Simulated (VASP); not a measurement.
```xyz
3
Lattice="0.0000 3.1316 3.1316 3.1316 0.0000 3.1316 3.1316 3.1316 0.0000" Properties=species:S:1:pos:R:3 pbc="T T T"
Ba     0.0000     0.0000     0.0000
F      1.5658     1.5658     1.5658
F      4.6974     4.6974     4.6974
```

Calculation: RPBE GGA, VASP's PBE PAW potentials (set 64) (plane waves; VASP). Settings: 520 eV cut-off, 6×6×6 Γ-centred mesh, Gaussian smearing of 0.050 eV, potentials Ba_sv F.

Problem. Predict the energy per atom (σ→0), pressure.

Solution. 
```json
{
 "energy per atom (σ→0)": "-5.453 eV/atom",
 "pressure": "3.22 GPa"
}
```

The compound is BaF2 in the fluorite structure. This cell is one point of a volume scan, at 0.94 of the reference volume.
